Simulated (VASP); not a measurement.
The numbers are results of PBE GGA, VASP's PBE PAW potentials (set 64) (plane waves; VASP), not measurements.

VASP input:

KPOINTS:
```
Automatic mesh
0
Gamma
11 11 10
0 0 0
```

File POSCAR:
```
WC
1
    1.4550000000    -2.5201340000     0.0000000000
    1.4550000000     2.5201340000     0.0000000000
    0.0000000000     0.0000000000     2.8400000000
W C
1 1
Direct
  0.0000000000   0.0000000000   0.0000000000
  0.3333330000   0.6666670000   0.5000000000
```

### INCAR
```
ENCUT  =  520
LASPH  =  .True.
ISMEAR  =  1   ! Methfessel-Paxton
EDIFF  =  1E-6
PREC  =  Accurate
ISIF  =  2   ! forces and stress, cell fixed
ALGO  =  Normal
NELM  =  100   ! most electronic steps
SIGMA  =  0.1   ! width (eV)
LWAVE  =  .False.
GGA  =  PE
LCHARG  =  .False.
SYSTEM  =  WC
LMAXMIX  =  6   ! l cut-off of mixed one-centre charges
LREAL  =  .False.
```

POTCAR, in this order: W_sv C (PBE.64 set). Program: vasp_std.

Output

OUTCAR:
```
 ion  position               nearest neighbor table
   1  0.000  0.000  0.000-   2 2.20   2 2.20   2 2.20   2 2.20   2 2.20   2 2.20
   2  0.333  0.667  0.500-   1 2.20   1 2.20   1 2.20   1 2.20   1 2.20   1 2.20
  LATTYP: Found a hexagonal cell.
 ALAT       =     2.9100000649
 C/A-ratio  =     0.9759449954
 Subroutine PRICEL returns:
 Original cell was already a primitive cell.
 Subroutine GETGRP returns: Found 12 space group operations
The static configuration has the point symmetry D_3h.
The dynamic configuration has the point symmetry D_3h.
 Subroutine INISYM returns: Found 12 space group operations
 Subroutine IBZKPT returns following result:
 Found     96 irreducible k-points:

 Following reciprocal coordinates:
            Coordinates               Weight
  0.000000  0.000000  0.000000      1.000000
  0.090909  0.000000  0.000000      6.000000
  0.181818  0.000000  0.000000      6.000000
  0.272727  0.000000  0.000000      6.000000
  0.363636  0.000000  0.000000      6.000000
  0.454545  0.000000  0.000000      6.000000
  0.090909  0.090909  0.000000      6.000000
  0.181818  0.090909  0.000000     12.000000
...
```

**OSZICAR**
```
       N       E                     dE             d eps       ncg     rms          rms(c)
DAV:   1     0.108958459087E+03    0.10896E+03   -0.98681E+03  2504   0.155E+03
DAV:   2    -0.216871957299E+02   -0.13065E+03   -0.12707E+03  2866   0.377E+02
DAV:   3    -0.254833098009E+02   -0.37961E+01   -0.37690E+01  3064   0.599E+01
DAV:   4    -0.255201495768E+02   -0.36840E-01   -0.36818E-01  2716   0.618E+00
DAV:   5    -0.255204514258E+02   -0.30185E-03   -0.30184E-03  3011   0.583E-01    0.323E+01
DAV:   6    -0.225392101087E+02    0.29812E+01   -0.95890E+00  2811   0.318E+01    0.856E+00
DAV:   7    -0.224729802760E+02    0.66230E-01   -0.41146E-01  2601   0.575E+00    0.608E+00
DAV:   8    -0.224474642230E+02    0.25516E-01   -0.72847E-02  2781   0.251E+00    0.874E-01
DAV:   9    -0.224459887850E+02    0.14754E-02   -0.50546E-03  2681   0.516E-01    0.144E-01
DAV:  10    -0.224459376943E+02    0.51091E-04   -0.27897E-04  2781   0.221E-01    0.840E-02
DAV:  11    -0.224459356945E+02    0.19999E-05   -0.29971E-05  2796   0.483E-02    0.110E-02
DAV:  12    -0.224459342145E+02    0.14799E-05   -0.59137E-06  2701   0.242E-02    0.412E-03
DAV:  13    -0.224459342725E+02   -0.58003E-07   -0.13033E-07  1273   0.417E-03
   1 F= -.22445934E+02 E0= -.22445974E+02  d E =0.118128E-03
```

### OUTCAR
```
------------------------ aborting loop because EDIFF is reached ----------------------------------------
  FORCE on cell =-STRESS in cart. coord.  units (eV):
  Direction    XX          YY          ZZ          XY          YZ          ZX
  --------------------------------------------------------------------------------------
  Total        0.6994710      0.6994711      0.6816181      0.0000000     -0.0000000      0.0000000
  in kB       53.8078159     53.8078191     52.4344502      0.0000000     -0.0000000      0.0000000
  external PRESSURE =      53.3500284 kB  Pullay stress =       0.0000000 kB
  volume of cell :       20.83
      direct lattice vectors                 reciprocal lattice vectors
     1.455000000 -2.520134000  0.000000000     0.343642612 -0.198402148  0.000000000
     1.455000000  2.520134000  0.000000000     0.343642612  0.198402148  0.000000000
     0.000000000  0.000000000  2.840000000     0.000000000  0.000000000  0.352112676
 POSITION                                       TOTAL-FORCE (eV/Angst)
 -----------------------------------------------------------------------------------
      0.00000      0.00000      0.00000        -0.000000      0.000000      0.000000
      1.45500      0.84005      1.42000         0.000000     -0.000000      0.000000
 -----------------------------------------------------------------------------------
    total drift:                                0.000000     -0.000385      0.000000
  FREE ENERGIE OF THE ION-ELECTRON SYSTEM (eV)
  ---------------------------------------------------
  free  energy   TOTEN  =       -22.4459342725 eV

  energy  without entropy=      -22.4460524008  energy(sigma->0) =      -22.44597365
```
(Selected blocks of OUTCAR.)

The compound is WC in the wc structure. The cell was not relaxed at this level.
